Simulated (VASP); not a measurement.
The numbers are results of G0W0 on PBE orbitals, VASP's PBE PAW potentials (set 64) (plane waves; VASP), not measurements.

The input files of a VASP run:

INCAR:
```
ALGO = EVGW0
ENCUT = 500
ENCUTGW = 180
GGA = PE
ISMEAR = 0
LASPH = T
LCHARG = F
LREAL = F
LSPECTRALGW = T
LWAVE = T
NBANDS = 128
NBANDSGW = 18
NELMGW = 1
NOMEGA = 64
PREC = Normal
SIGMA = 0.01
SYSTEM = SrO
```

POSCAR:
```
SrO
2.580
  0.0000000000   1.0000000000   1.0000000000
  1.0000000000   0.0000000000   1.0000000000
  1.0000000000   1.0000000000   0.0000000000
Sr O
1 1
Direct
  0.0000000000   0.0000000000   0.0000000000
  0.5000000000   0.5000000000   0.5000000000
```

KPOINTS:
```
Automatic mesh
0
Gamma
6 6 6
0 0 0
```

POTCAR, in this order: Sr_sv_GW O_GW_new (PBE.64 set). Program: vasp_std. Read from the step before: W*.

What VASP printed:

**OSZICAR**
```
energies w=
    0.000    0.000    0.843    0.000    1.685    0.000    2.522    0.000
    3.354    0.000    4.180    0.000    4.996    0.000    5.804    0.000
    6.601    0.000    7.388    0.000    8.164    0.000    8.929    0.000
    9.684    0.000   10.428    0.000   11.164    0.000   11.890    0.000
   12.609    0.000   13.322    0.000   14.029    0.000   14.732    0.000
   15.433    0.000   16.132    0.000   16.831    0.000   17.532    0.000
   18.237    0.000   18.947    0.000   19.665    0.000   20.392    0.000
   21.131    0.000   21.883    0.000   22.652    0.000   23.440    0.000
   24.251    0.000   25.087    0.000   25.953    0.000   26.853    0.000
   27.792    0.000   28.774    0.000   29.806    0.000   30.895    0.000
   32.050    0.000   33.279    0.000   34.594    0.000   36.008    0.000
   37.535    0.000   39.196    0.000   41.011    0.000   43.009    0.000
   45.222    0.000   47.692    0.000   50.473    0.000   53.630    0.000
   57.252    0.000   61.453    0.000   66.388    0.000   72.272    0.000
   79.409    0.000   88.246    0.000   99.468    0.000  114.177    0.000
  134.277    0.000  163.347    0.000  209.028    0.000  291.041    0.000
NQ=   1    0.0000    0.0000    0.0000,
 performed        488000 updates of chi_q(r,r)
NQ=   2    0.1667    0.0000    0.0000,
 performed       1400000 updates of chi_q(r,r)
NQ=   3    0.3333    0.0000    0.0000,
 performed       2312000 updates of chi_q(r,r)
NQ=   4    0.5000    0.0000    0.0000,
 performed       2993000 updates of chi_q(r,r)
NQ=   5    0.1667    0.1667    0.0000,
 performed       3799000 updates of chi_q(r,r)
NQ=   6    0.3333    0.1667    0.0000,
 performed       5098000 updates of chi_q(r,r)
NQ=   7    0.5000    0.1667    0.0000,
 performed       6397000 updates of chi_q(r,r)
NQ=   8   -0.3333    0.1667    0.0000,
 performed       7696000 updates of chi_q(r,r)
NQ=   9   -0.1667    0.1667    0.0000,
 performed       8755000 updates of chi_q(r,r)
NQ=  10    0.3333    0.3333    0.0000,
 performed       9561000 updates of chi_q(r,r)
NQ=  11    0.5000    0.3333    0.0000,
 performed      10860000 updates of chi_q(r,r)
NQ=  12   -0.3333    0.3333    0.0000,
 performed      11919000 updates of chi_q(r,r)
NQ=  13    0.5000    0.5000    0.0000,
 performed      12545000 updates of chi_q(r,r)
NQ=  14    0.5000    0.3333    0.1667,
 performed      13853000 updates of chi_q(r,r)
NQ=  15   -0.3333    0.3333    0.1667,
 performed      15041000 updates of chi_q(r,r)
NQ=  16   -0.3333    0.5000    0.1667,
 performed      16100000 updates of chi_q(r,r)
 resolving degeneracies of screened two electron integrals
```

OUTCAR:
```


 k-point   1 :       0.0000    0.0000    0.0000
  band No.  KS-energies  QP-energies   sigma(KS)   V_xc(KS)     V^pw_x(r,r')   Z            occupation Imag(sigma)

      1     -28.8991     -30.3935     -19.6860     -17.3742     -28.9609       0.6465       2.0000       0.9837
      2     -11.5929     -13.1273     -21.6668     -19.3008     -30.6745       0.6485       2.0000       0.8353
      3     -10.5410     -12.8031     -19.7462     -16.8852     -23.3423       0.7907       2.0000       0.2378
      4     -10.5410     -12.8031     -19.7462     -16.8852     -23.3423       0.7907       2.0000       0.2378
      5     -10.5410     -12.8031     -19.7462     -16.8852     -23.3423       0.7907       2.0000       0.2378
      6       3.4540       2.5211     -19.9702     -18.7022     -23.9696       0.7358       2.0000       0.1423
      7       3.4540       2.5211     -19.9702     -18.7022     -23.9696       0.7358       2.0000       0.1423
      8       3.4540       2.5211     -19.9702     -18.7022     -23.9696       0.7358       2.0000       0.1423
      9       7.3848       7.9605      -9.1166      -9.8118      -5.4944       0.8280       0.0000      -0.0802
     10       9.6888      10.7316      -9.3441     -10.6188      -5.1381       0.8181       0.0000      -0.1053
     11       9.6888      10.7316      -9.3441     -10.6188      -5.1381       0.8181       0.0000      -0.1053
     12       9.6888      10.7316      -9.3441     -10.6188      -5.1381       0.8181       0.0000      -0.1053
     13      11.8365      13.1546     -10.5968     -12.2103      -6.3332       0.8170       0.0000      -0.1018
     14      11.8365      13.1546     -10.5968     -12.2103      -6.3332       0.8170       0.0000      -0.1018
     15      15.8554      16.0074      -6.3828      -6.5572      -1.4559       0.8717       0.0000      -0.6024
     16      26.4039      27.7054     -10.2772     -11.8388      -4.2246       0.8334       0.0000      -1.0650
     17      26.4039      27.7054     -10.2772     -11.8388      -4.2246       0.8334       0.0000      -1.0650
     18      26.4039      27.7054     -10.2772     -11.8388      -4.2246       0.8334       0.0000      -1.0650

 k-point   2 :       0.1667    0.0000    0.0000
  band No.  KS-energies  QP-energies   sigma(KS)   V_xc(KS)     V^pw_x(r,r')   Z            occupation Imag(sigma)

      1     -28.8665     -30.3575     -19.7095     -17.4017     -28.9743       0.6460       2.0000       0.9706
      2     -12.1413     -13.8085     -20.6109     -18.1092     -28.3300       0.6664       2.0000       0.6782
      3     -10.5614     -12.8240     -19.7282     -16.8614     -23.3158       0.7893       2.0000       0.2312
      4     -10.5614     -12.8240     -19.7282     -16.8614     -23.3158       0.7893       2.0000       0.2312
      5     -10.0742     -12.1119     -20.7499     -18.0550     -25.6822       0.7561       2.0000       0.3919
      6       2.7461       1.7240     -18.3793     -16.9919     -22.1540       0.7367       2.0000       0.1506
      7       3.1407       2.1761     -19.4768     -18.1635     -23.4584       0.7346       2.0000       0.1479
      8       3.1407       2.1761     -19.4768     -18.1635     -23.4584       0.7346       2.0000       0.1479
      9       8.5295       9.2038     -10.3337     -11.1633      -6.7847       0.8129       0.0000      -0.0855
     10       9.4731      10.4179      -9.4208     -10.5833      -5.3112       0.8127       0.0000      -0.1063
     11      10.2109      11.2976      -9.5823     -10.9207      -5.3042       0.8119       0.0000      -0.1135
     12      10.2109      11.2976      -9.5823     -10.9207      -5.3042       0.8119       0.0000      -0.1135
     13      12.5166      13.9030     -11.2343     -12.9551      -6.9105       0.8057       0.0000      -0.1125
     14      12.5166      13.9030     -11.2343     -12.9551      -6.9105       0.8057       0.0000      -0.1125
     15      17.4993      18.0111      -6.9962      -7.5728      -2.0400       0.8877       0.0000      -0.6721
     16      24.1639      25.2563      -8.6873      -9.9945      -3.3568       0.8357       0.0000      -0.7306
     17      25.2684      26.5717      -9.2421     -10.7884      -3.7632       0.8428       0.0000      -0.7997
     18      25.2684      26.5717      -9.2421     -10.7884      -3.7632       0.8428       0.0000      -0.7997

 k-point   3 :       0.3333    0.0000    0.0000
  band No.  KS-energies  QP-energies   sigma(KS)   V_xc(KS)     V^pw_x(r,r')   Z            occupation Imag(sigma)

      1     -28.8004     -30.2835     -19.7574     -17.4582     -29.0022       0.6451       2.0000       0.9426
      2     -12.8146     -14.5073     -19.8750     -17.3361     -27.1653       0.6667       2.0000       0.6193
      3     -10.6014     -12.8682     -19.6934     -16.8155     -23.2648       0.7876       2.0000       0.2177
      4     -10.6014     -12.8682     -19.6934     -16.8155     -23.2648       0.7876       2.0000       0.2177
      5      -9.5649     -11.5192     -21.3884     -18.7825     -26.8374       0.7500       2.0000       0.4522
      6       1.7422       0.5966     -16.9824     -15.4164     -20.7830       0.7316       2.0000       0.1818
      7       2.6018       1.5876     -18.7906     -17.3999     -22.8074       0.7292       2.0000       0.1626
      8       2.6018       1.5876     -18.7906     -17.3999     -22.8074       0.7292       2.0000       0.1626
      9       9.6383      10.6417     -11.1249     -12.3862      -7.2526       0.7955       0.0000      -0.1098
     10      10.6540      11.3330      -9.7906     -10.6374      -5.7670       0.8019       0.0000      -0.1218
     11      11.4832      12.7069     -10.3889     -11.9234      -5.9198       0.7974       0.0000      -0.1416
     12      11.4832      12.7069     -10.3889     -11.9234      -5.9198       0.7974       0.0000      -0.1416
     13      14.0497      15.5775     -12.1814     -14.1186      -7.5755       0.7886       0.0000      -0.1535
     14      14.0497      15.5775     -12.1814     -14.1186      -7.5755       0.7886       0.0000      -0.1535
     15      19.0864      20.2250      -9.3428     -10.7234      -4.1382       0.8248       0.0000      -0.5637
     16      21.1946      22.2228      -8.9316     -10.1706      -3.7331       0.8299       0.0000      -0.5533
     17      21.1946      22.2228      -8.9316     -10.1706      -3.7331       0.8299       0.0000      -0.5533
     18      22.4480      23.3629      -8.7502      -9.8602      -3.3652       0.8243       0.0000      -0.7195

 k-point   4 :       0.5000    0.0000    0.0000
  band No.  KS-energies  QP-energies   sigma(KS)   V_xc(KS)     V^pw_x(r,r')   Z            occupation Imag(sigma)

      1     -28.7668     -30.2452     -19.7819     -17.4874     -29.0167       0.6443       2.0000       0.9277
      2     -13.0805     -14.7632     -19.6278     -17.0890     -26.8488       0.6628       2.0000       0.6092
      3     -10.6211     -12.8874     -19.6766     -16.7933     -23.2404       0.7860       2.0000       0.2108
      4     -10.6211     -12.8874     -19.6766     -16.7933     -23.2404       0.7860       2.0000       0.2108
      5      -9.3808     -11.3160     -21.5872     -19.0070     -27.1501       0.7500       2.0000       0.4676
      6       1.3321       0.1404     -16.5225     -14.8895     -20.3747       0.7298       2.0000       0.1992
      7       2.3648       1.3295     -18.5367     -17.1128     -22.5890       0.7271       2.0000       0.1711
      8       2.3648       1.3295     -18.5367     -17.1128     -22.5890       0.7271       2.0000       0.1711
      9      10.0000      11.1084     -12.3543     -13.7742      -8.5228       0.7807       0.0000      -0.1174
     10      11.7966      12.2963      -8.4714      -9.0937      -4.2138       0.8031       0.0000      -0.1543
     11      12.2905      13.6430     -11.2616     -12.9816      -6.6644       0.7863       0.0000      -0.1663
     12      12.2905      13.6430     -11.2616     -12.9816      -6.6644       0.7863       0.0000      -0.1663
     13      15.3253      17.0425     -12.8956     -15.1190      -7.9313       0.7723       0.0000      -0.2061
     14      15.3253      17.0425     -12.8956     -15.1190      -7.9313       0.7723       0.0000      -0.2061
     15      18.1469      19.5208     -11.1542     -12.8926      -5.7679       0.7903       0.0000      -0.4710
     16      18.7611      19.4504      -8.0290      -8.8572      -3.1695       0.8323       0.0000      -0.4026
     17      18.7611      19.4504      -8.0290      -8.8572      -3.1695       0.8323       0.0000      -0.4026
     18      21.8484      22.8479      -9.0282     -10.2274      -3.8319       0.8335       0.0000      -0.6428

 k-point   5 :       0.1667    0.1667    0.0000
  band No.  KS-energies  QP-energies   sigma(KS)   V_xc(KS)     V^pw_x(r,r')   Z            occupation Imag(sigma)

      1     -28.8560     -30.3465     -19.7178     -17.4106     -28.9789       0.6460       2.0000       0.9682
      2     -12.1376     -13.8023     -20.6207     -18.1206     -28.3571       0.6659       2.0000       0.6765
      3     -10.6314     -12.8898     -19.6659     -16.7979     -23.2890       0.7875       2.0000       0.2480
      4     -10.6314     -12.8898     -19.6659     -16.7979     -23.2890       0.7875       2.0000       0.2480
      5     -10.0405     -12.0851     -20.7791     -18.0778     -25.6615       0.7569       2.0000       0.3728
      6       2.4149       1.3665     -18.2845     -16.8495     -22.2219       0.7306       2.0000       0.1651
      7       3.3562       2.4030     -19.7438     -18.4480     -23.7068       0.7356       2.0000       0.1429
      8       3.3562       2.4030     -19.7438     -18.4480     -23.7068       0.7356       2.0000       0.1429
      9       8.5451       9.2322      -9.8670     -10.7090      -6.1797       0.8161       0.0000      -0.0874
     10       8.6210       9.4792      -8.8037      -9.8474      -4.7444       0.8223       0.0000      -0.0979
     11      10.7869      11.9353      -9.9559     -11.3796      -5.6125       0.8066       0.0000      -0.1231
     12      10.7869      11.9353      -9.9559     -11.3796      -5.6125       0.8066       0.0000      -0.1231
     13      12.1994      13.5612     -10.7094     -12.3759      -6.3918       0.8171       0.0000      -0.1054
     14      13.1004      14.5313     -12.0384     -13.8414      -7.6333       0.7936       0.0000      -0.1363
     15      17.9834      18.5364      -6.9525      -7.5749      -2.0064       0.8884       0.0000      -0.6855
     16      24.2805      25.5741      -9.2358     -10.7741      -3.8819       0.8409       0.0000      -0.7292
     17      24.2805      25.5741      -9.2358     -10.7741      -3.8819       0.8409       0.0000      -0.7292
...
```
(Selected blocks of OUTCAR.)

The mesh is coarse and the basis finite, so the quasiparticle values are not converged.

The compound is SrO in the rock salt structure. The cell was not relaxed at this level.
